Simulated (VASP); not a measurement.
Data:

```
AlNi
1.0
    2.86280     0.00000     0.00000
    0.00000     2.86280     0.00000
    0.00000     0.00000     2.86280
Al Ni
1 1
Cartesian
  1.43140   1.43140   1.43140
  0.00000   0.00000   0.00000
```

The numbers are results of PBEsol GGA with spin-orbit coupling, VASP's PBE PAW potentials (set 64) (plane waves; VASP), not measurements. Run with 400 eV cut-off, 11×11×11 Γ-centred mesh, Gaussian smearing of 0.050 eV, potentials Al Ni.

Estimate the energy per atom (σ→0), band gap (over mesh and band path) with the smallest direct gap where there is one.

```
Property                                                              Result
----------------------------------  ----------------------------------------
band gap (over mesh and band path)  none (metal, semimetal or under 0.01 eV)
energy per atom (σ→0)                                         -5.794 eV/atom
```

The compound is NiAl in the CsCl type structure. It was relaxed first.
